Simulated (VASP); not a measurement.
Given:

```xyz
2
Lattice="4.1763 -2.2686 0.0074 4.1763 2.2686 0.0074 2.9374 0.0000 3.7363" Properties=species:S:1:pos:R:3 pbc="T T T"
Bi     2.6423     0.0000     0.8779
Bi     8.6478     0.0000     2.8732
```

All values below come from r2SCAN+rVV10, VASP's PBE PAW potentials (set 64) (plane waves; VASP). Run with 520 eV cut-off, 8×8×8 Γ-centred mesh, tetrahedra with Blöchl corrections, potentials Bi_d.

Unless said otherwise, spin-orbit coupling is left out, though it shifts the bands of the heavy elements here.

**Question.** Predict the energy per atom (σ→0), band gap (over mesh and band path) with the smallest direct gap where there is one.

**Answer.** 
```json
{
  "band gap (over mesh and band path)": "none (metal, semimetal or under 0.01 eV)",
  "energy per atom (σ→0)": "-58.096 eV/atom"
}
```

The compound is Bi in the a7 structure. It was relaxed first.
